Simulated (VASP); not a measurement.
Input:

```yaml
crystal:
  lattice:
    - [2.47442, 1.42860, 4.37938]
    - [-2.47442, 1.42860, 4.37938]
    - [0.00000, -2.85721, 4.37938]
  atoms:
    - { symbol: Li, position: [0.50000, 0.50000, 0.50000] }
    - { symbol: As, position: [0.00000, 0.00000, 0.00000] }
    - { symbol: F, position: [0.88810, 0.64998, 0.22923] }
    - { symbol: F, position: [0.11190, 0.35002, 0.77077] }
    - { symbol: F, position: [0.22923, 0.88810, 0.64998] }
    - { symbol: F, position: [0.77077, 0.11190, 0.35002] }
    - { symbol: F, position: [0.64998, 0.22923, 0.88810] }
    - { symbol: F, position: [0.35002, 0.77077, 0.11190] }
```

The numbers are results of PBEsol GGA, VASP's PBE PAW potentials (set 64) (plane waves; VASP), not measurements. Run with 400 eV cut-off, 4×4×4 Γ-centred mesh, Gaussian smearing of 0.010 eV, potentials Li_sv As F.

Give the energies of bands 13 to 26 at the high-symmetry points, in eV from the valence-band maximum.

```csv
band,Γ,T,H2,L,S0,F
13,-2.37,-2.47,-2.33,-2.22,-2.39,-2.60
14,-2.37,-2.16,-2.24,-2.10,-2.16,-1.75
15,-1.68,-1.65,-2.08,-1.78,-2.04,-1.68
16,-1.68,-1.65,-1.49,-1.66,-1.59,-1.47
17,-1.16,-1.48,-1.24,-1.53,-1.16,-1.42
18,-0.63,-1.06,-1.23,-1.20,-1.05,-1.42
19,-0.63,-1.01,-0.85,-0.90,-1.05,-1.16
20,-0.41,-1.01,-0.74,-0.70,-0.81,-0.85
21,-0.39,-0.42,-0.72,-0.48,-0.72,-0.52
22,-0.37,-0.42,-0.64,-0.42,-0.49,-0.47
23,-0.37,-0.41,-0.12,-0.15,-0.12,-0.18
24,-0.01,-0.06,-0.10,-0.08,-0.09,-0.16
25,-0.01,-0.06,-0.06,-0.04,-0.04,0.00
26,5.25,5.88,6.03,5.79,6.00,6.07
```

The gap is indirect, 5.25 eV, from the valence maximum at F to the conduction minimum at Γ.

The structure comes from a computed database's LiAsF6 entry (R-3); how it stands against other phases isn't given here. The cell was not relaxed at this level.
